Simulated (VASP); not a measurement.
Here is the system:

```
Pb
1.0
    0.00000     2.52554     2.52554
    2.52554     0.00000     2.52554
    2.52554     2.52554     0.00000
Pb
1
Direct
  0.00000   0.00000   0.00000
```

All values below come from PBE GGA, VASP's PBE PAW potentials (set 64) (plane waves; VASP). Numerical set-up: 500 eV cut-off, 12×12×12 Γ-centred mesh, first-order Methfessel-Paxton smearing of 0.10 eV, potentials Pb_d.

Energy and stress use the plane-wave basis of the starting cell.

**Question.** The ions, cell shape and volume at an external pressure of 5.0 GPa are relaxed. Give the cell that the relaxation ends in.

**Answer.** 
```
Pb
1.0
    0.00000     2.43947     2.43947
    2.43947     0.00000     2.43947
    2.43947     2.43947     0.00000
Pb
1
Direct
  0.00000   0.00000   0.00000
```
Space group Fm-3m (225), at a tolerance of 0.03 Å.

**Question.** How do energy and volume change from the first to the last step?

**Answer.** The energy (σ→0) changes by +45.6 meV/atom and the volume by -9.9 %, in 3 ionic steps.

The compound is Pb in the fcc structure. This run relaxes it under an external pressure of 5 GPa. Symmetry was kept, so distortions that lower it aren't found.
